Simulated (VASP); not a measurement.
OSZICAR of a VASP run on GaAu (space group Pnma):

File OSZICAR:
```
       N       E                     dE             d eps       ncg     rms          rms(c)
DAV:   1     0.110726792867E+04    0.11073E+04   -0.27046E+04  2800   0.206E+03
DAV:   2     0.170301537883E+03   -0.93697E+03   -0.89619E+03  2928   0.603E+02
DAV:   3    -0.243864104722E+02   -0.19469E+03   -0.17907E+03  3240   0.199E+02
DAV:   4    -0.376811078708E+02   -0.13295E+02   -0.12802E+02  3096   0.563E+01
DAV:   5    -0.384558301363E+02   -0.77472E+00   -0.76946E+00  4144   0.139E+01    0.192E+01
DAV:   6    -0.353899336693E+02    0.30659E+01   -0.12253E+01  2916   0.180E+01    0.126E+01
DAV:   7    -0.352578872550E+02    0.13205E+00   -0.62396E-01  3440   0.661E+00    0.677E+00
DAV:   8    -0.352014591702E+02    0.56428E-01   -0.92517E-02  3548   0.158E+00    0.281E+00
DAV:   9    -0.351971582830E+02    0.43009E-02   -0.13530E-02  3048   0.840E-01    0.278E-01
DAV:  10    -0.351968228437E+02    0.33544E-03   -0.19726E-03  4048   0.351E-01    0.106E-01
DAV:  11    -0.351968153574E+02    0.74864E-05   -0.53879E-04  3376   0.132E-01    0.340E-02
DAV:  12    -0.351968155960E+02   -0.23861E-06   -0.31175E-05  3320   0.439E-02    0.163E-02
DAV:  13    -0.351968153223E+02    0.27362E-06   -0.75666E-06  2760   0.160E-02
   1 F= -.35196815E+02 E0= -.35186697E+02  d E =-.202363E-01  mag=    -0.0000     0.0000     0.0000
```

### Question
Which electronic solver shows in the log?

### Answer
It is blocked Davidson (ALGO = Normal, or the opening steps of other solvers). The INCAR had ALGO = Normal.

### Question
How was spin treated?

### Answer
With non-collinear spinors: mag has three components.

### Question
Can the final energy be trusted as converged?

### Answer
The run converged. It stopped with EDIFF = 1E-6, NELM = 100 (LDA (Ceperley-Alder, Perdew-Zunger) with spin-orbit coupling, plane waves, VASP's LDA PAW potentials (set 64)).

The structure comes from a measured GaAu entry of the Crystallography Open Database, whose conditions weren't checked. The cell was not relaxed at this level. The k-mesh is coarse (spacing up to 0.37 per Å, 2π included), so the numbers may not be converged in it. The run is one of a series of settings (GGA_COMPAT = .FALSE., LNONCOLLINEAR = .TRUE., LSORBIT = .TRUE., MAGMOM = 0.0 0.0 0.0 0.0 0.0 0.0 0.0 0.0 0.0 0.0 0.0 0.0 0.0 0.0 0.0 0.0 0.0 0.0 0.0 0.0 0.0 0.0 0.0 0.0, program vasp_ncl against the base run), some of them coarse on purpose.
